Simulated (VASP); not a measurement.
Consider the following.

```
CELL_PARAMETERS angstrom
      0.00000     2.76630     2.76630
      2.76630     0.00000     2.76630
      2.76630     2.76630     0.00000
ATOMIC_POSITIONS crystal
  Ca 0.00000 0.00000 0.00000
  F  0.75000 0.75000 0.75000
  F  0.25000 0.25000 0.25000
```

These are PBE GGA, VASP's PBE PAW potentials (set 64) (plane waves; VASP) values and carry that method's errors. Run with 400 eV cut-off, 7×7×7 Γ-centred mesh, Gaussian smearing of 0.010 eV, potentials Ca_sv F.

At this cut-off the stress carries a Pulay error, which pulls relaxed volumes low.

Problem. Estimate the energy per atom (σ→0), pressure.

Solution. 
| Quantity | Value |
|---|---|
| energy per atom (σ→0) | -5796 meV/atom |
| pressure | -8.89 GPa |

The structure comes from a computed database's CaF2 entry; how it stands against other phases isn't given here. The cell was not relaxed at this level.
